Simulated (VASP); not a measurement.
# Si2P in VASP: further runs, part 2 of 2

VASP 6.6.1. The steps go on from the part before.

## (4) Relaxation of cell and atoms, PBE

This run uses another cell than the first one, of 15.97 Å³/atom, 1.027 times its volume.

INCAR reads:

```
SYSTEM = Si2P
  PREC = Normal
  ENCUT = 520
  EDIFF = 1E-4
  ISMEAR = 0
  SIGMA = 0.15
  LREAL = .False.
  LASPH = .True.
  NELM = 60
  ALGO = Fast
  ISIF = 3
  LWAVE = .False.
  LCHARG = .False.
  GGA = PE
  IBRION = 2
  NSW = 24
  EDIFFG = -0.08
```

KPOINTS reads:

```
regular mesh
0
Gamma
  9 9 9
  0 0 0
```

POSCAR reads:

```
Si2P
1.0
   -1.6500000000      1.6500000000      4.4000000000
    1.6500000000     -1.6500000000      4.4000000000
    1.6500000000      1.6500000000     -4.4000000000
Si P
2 1
Direct
    0.3333000000      0.3333000000      0.0000000000
    0.6667000000      0.6667000000      0.0000000000
    0.0000000000      0.0000000000      0.0000000000
```

Potentials or basis: VASP PAW PBE potentials, release 64 (Si, P).

Started as:

```bash
$ cat potpaw_PBE.64/Si/POTCAR potpaw_PBE.64/P/POTCAR > POTCAR
$ mpirun -np 1 vasp_std > vasp.out
```

OUTCAR:

```text
SYSTEM = Si2P
   PREC = Normal
   ENCUT = 520
   EDIFF = 1E-4
   ISMEAR = 0
   LREAL = .False.
   LASPH = .True.
   NELM = 60
   ISIF = 3
   GGA = PE
   IBRION = 2
   NSW = 24
   EDIFFG = -0.08

 ion  position               nearest neighbor table
   1  0.333  0.333  0.000-   2 2.76   2 2.76   2 2.76   2 2.76   3 2.76   3 2.76   3 2.76   3 2.76
                             3 2.93   2 2.93
   2  0.667  0.667  0.000-   1 2.76   1 2.76   1 2.76   1 2.76   3 2.76   3 2.76   3 2.76   3 2.76
                             3 2.93   1 2.93
   3  0.000  0.000  0.000-   2 2.76   2 2.76   2 2.76   1 2.76   1 2.76   1 2.76   2 2.76   1 2.76
                             1 2.93   2 2.93

  LATTYP: Found a body centered tetragonal cell.
 ALAT       =     3.3000000000
 C/A-ratio  =     2.6666666667

  Lattice vectors:

 A1 = (  -1.6500000000,   1.6500000000,   4.4000000000)
 A2 = (   1.6500000000,  -1.6500000000,   4.4000000000)
 A3 = (   1.6500000000,   1.6500000000,  -4.4000000000)

Analysis of symmetry for initial positions (statically):
=====================================================================
 Subroutine PRICEL returns:
 Original cell was already a primitive cell.

 Routine SETGRP: Setting up the symmetry group for a
 body centered tetragonal supercell.

 Subroutine GETGRP returns: Found 16 space group operations
 (whereof 16 operations were pure point group operations)
 out of a pool of 16 trial point group operations.

The static configuration has the point symmetry D_4h.

Analysis of symmetry for dynamics (positions and initial velocities):
=====================================================================
 Subroutine PRICEL returns:
 Original cell was already a primitive cell.

 Routine SETGRP: Setting up the symmetry group for a
 body centered tetragonal supercell.

 Subroutine GETGRP returns: Found 16 space group operations
 (whereof 16 operations were pure point group operations)
 out of a pool of 16 trial point group operations.

The dynamic configuration has the point symmetry D_4h.

 Subroutine INISYM returns: Found 16 space group operations
 (whereof 16 operations are pure point group operations),
[... 151 lines left out ...]
------------------------ aborting loop because EDIFF is reached ----------------------------------------

  FORCE on cell =-STRESS in cart. coord.  units (eV):
  Direction    XX          YY          ZZ          XY          YZ          ZX
  --------------------------------------------------------------------------------------
  -------------------------------------------------------------------------------------
  Total       -2.4134038     -2.4134038     -1.9471110      0.0000000      0.0000000     -0.0000000
  in kB      -80.6974894    -80.6974894    -65.1059587      0.0000000      0.0000000     -0.0000000
  external PRESSURE =     -75.5003125 kB  Pullay stress =       0.0000000 kB
[... 92 lines left out ...]
  FREE ENERGIE OF THE ION-ELECTRON SYSTEM (eV)
  ---------------------------------------------------
  free  energy   TOTEN  =       -14.6797842800 eV

  energy  without entropy=      -14.6622973320  energy(sigma->0) =      -14.67104081

 E-fermi :  10.2272     XC(G=0): -11.3818

 val. band max:       10.1669308843   @ k =  -0.2222   0.1111  -0.0000
 cond. band min:      10.2469184061   @ k =  -0.1111  -0.4444   0.1111
 fundamental gap:      0.0799875218
 Fermi energy:        10.2272290025

 k-point     1 :       0.0000    0.0000    0.0000
  band No.  band energies     occupation
      1      -5.1458      2.00000
      2       1.8803      2.00000
      3       2.2662      2.00000
      4       9.3759      2.00000
      5       9.3759      2.00000
      6      11.0827      0.00000
      7      11.4628      0.00000
      8      11.4628      0.00000
      9      12.8617      0.00000
     10      13.9822      0.00000
[... 287 lines left out ...]
 k-point    24 :       0.4444    0.4444   -0.0000
  band No.  band energies     occupation
      1       0.6912      2.00000
      2       2.8553      2.00000
      3       3.0907      2.00000
      4       3.7516      2.00000
      5       5.3244      2.00000
      6       7.0498      2.00000
      7       8.5601      2.00000
      8       9.2483      2.00000
      9       9.9569      1.98918
     10      10.7874      0.00000

 [... further k-points ...]

[... ionic steps 4 to 7 ...]

--------------------------------------- Ionic step        8  -------------------------------------------

 number of electron      13.0000002 magnetization

------------------------ aborting loop because EDIFF is reached ----------------------------------------
[... 69 lines left out ...]
--------------------------------------- Ionic step       10  -------------------------------------------

 number of electron      13.0000002 magnetization

 Free energy of the ion-electron system (eV)
  ---------------------------------------------------
  ext. energy  EPLUGINS =         0.00000000
  ---------------------------------------------------
  free energy    TOTEN  =       -14.78778269 eV

  energy without entropy =      -14.77477615  energy(sigma->0) =      -14.78127942

 E-fermi :   9.9863     XC(G=0): -11.2783

 val. band max:        9.9484520624   @ k =   0.3333   0.3333   0.0000
 cond. band min:       9.9896077204   @ k =   0.4444   0.1111  -0.0000
 fundamental gap:      0.0411556579
 Fermi energy:         9.9863423505

 k-point     1 :       0.0000    0.0000    0.0000
  band No.  band energies     occupation
      1      -5.3410      2.00000
      2       1.7902      2.00000
      3       1.9021      2.00000
      4       8.8892      2.00000
      5       8.8892      2.00000
      6      10.5475      0.00000
      7      11.4764      0.00000
      8      11.4764      0.00000
      9      12.5822      0.00000
     10      13.4939      0.00000
[... 329 lines left out ...]
  FREE ENERGIE OF THE ION-ELECTRON SYSTEM (eV)
  ---------------------------------------------------
  free  energy   TOTEN  =       -14.7877826895 eV

  energy  without entropy=      -14.7747761522  energy(sigma->0) =      -14.78127942

 reached required accuracy - stopping structural energy minimisation
```

OSZICAR:

```text
N       E                     dE             d eps       ncg     rms          rms(c)
DAV:   1     0.210349116314E+02    0.21035E+02   -0.52227E+03  1500   0.103E+03
DAV:   2    -0.128839514824E+02   -0.33919E+02   -0.31933E+02  1986   0.130E+02
DAV:   3    -0.145810331009E+02   -0.16971E+01   -0.16025E+01  2044   0.258E+01
[... 58 lines left out ...]
       N       E                     dE             d eps       ncg     rms          rms(c)
DAV:   1    -0.147861916841E+02   -0.43395E-02   -0.60184E-01  1622   0.536E+00    0.327E-01
RMM:   2    -0.147876068299E+02   -0.14151E-02   -0.21482E-02  1500   0.136E+00    0.962E-02
RMM:   3    -0.147877545234E+02   -0.14769E-03   -0.18612E-03  1502   0.431E-01    0.383E-02
RMM:   4    -0.147877826895E+02   -0.28166E-04   -0.24381E-04  1055   0.141E-01
  10 F= -.14787783E+02 E0= -.14781279E+02  d E =-.599133E-02
```

CONTCAR:

```text
Si2P
   1.00000000000000
    -1.5385546754079722    1.5385546754079722    4.5854925650680478
     1.5385546754079722   -1.5385546754079722    4.5854925650680478
     1.5385546754079722    1.5385546754079722   -4.5854925650680478
  Si              P
     2     1
Direct
     0.3452205704929993    0.3452205704929993    1.0000000000000000
     0.6547794295070006    0.6547794295070006    0.0000000000000000
     0.0000000000000000    0.0000000000000000    0.0000000000000000

  0.00000000E+00  0.00000000E+00  0.00000000E+00
  0.00000000E+00  0.00000000E+00  0.00000000E+00
  0.00000000E+00  0.00000000E+00  0.00000000E+00
```

Wall time 51 s (1 thread of AMD EPYC 9R45 (Zen 5), shared host); peak memory 0.14 GiB.

Results:

- Free energy: -14.7878 eV
- Relaxed volume: 14.47 Å³/atom
- Relaxed cell: a = 5.076 Å, b = 5.076 Å, c = 5.076 Å, α = 144.71°, β = 144.71°, γ = 50.77°
- Space group after relaxing (to 0.05 Å): I4/mmm (No. 139)
- Energy gained by relaxing: 77.9 meV/atom
- Ionic steps: 10
- Pressure after relaxing: -0.2 GPa
- Largest force after relaxing: 0.013 eV/Å
- Band gap on the k mesh: none (metal or under the smearing width)

Forces in eV/Å, atoms in the order of the input:
```
Si   0.000  0.000  0.013
Si   0.000  0.000 -0.013
P    0.000  0.000  0.000
```

Stress tensor (GPa, compression positive):
```
-0.35  0.00  0.00
 0.00 -0.35  0.00
 0.00  0.00 -0.04
```

Step by step:
```tsv
step	energy change (eV)	largest force (eV/Å)	pressure (GPa)	volume (Å³)
1	0.0000	0.1819	-7.55	47.92
2	-0.1252	0.1508	0.84	42.88
3	-0.1256	0.1521	0.35	43.14
4	-0.1436	0.1958	0.42	43.03
5	-0.1977	0.2108	0.67	42.75
6	-0.1962	0.2461	2.65	42.04
7	-0.2196	0.2035	1.33	42.44
8	-0.2272	0.1601	-1.21	43.72
9	-0.2276	0.1652	-0.93	43.48
10	-0.2336	0.0131	-0.24	43.42
```

Final structure:
```xyz
3
Lattice="-1.5386 1.5386 4.5855 1.5386 -1.5386 4.5855 1.5386 1.5386 -4.5855" Properties=species:S:1:pos:R:3 pbc="T T T"
Si    1.5386    1.5386   -1.4195
Si    0.0000    0.0000    6.0050
P     0.0000    0.0000    0.0000
```

Levels at points of the mesh, in eV from the Fermi level:
```tsv
k point	band 3	band 4	band 5	band 6	band 7	band 8	band 9	band 10
(0.00, 0.00, 0.00)	-8.08	-1.10	-1.10	0.56	1.49	1.49	2.60	3.51
```

Caveat: the relaxation stopped at a loose force limit of 0.08 eV/Å, so its end isn't a converged minimum.
